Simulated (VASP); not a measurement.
```
As
1.0
    5.15400    -1.79498     0.50621
    5.15400     1.79498     0.50621
    4.23709     0.00000     3.47692
As
2
Direct
  0.21165   0.21165   0.21165
  0.78835   0.78835   0.78835
```

Method: r2SCAN meta-GGA, VASP's PBE PAW potentials (set 64) (plane waves; VASP). Settings: 520 eV cut-off, 8×8×8 Γ-centred mesh, Gaussian smearing of 0.050 eV, potentials As.

Question: Predict the energy per atom (σ→0).

Answer: 
- energy per atom (σ→0): -14.708 eV/atom

The compound is As in the a7 structure. It was relaxed first, which changed the volume by +32 %. The start is the result of an earlier pass.
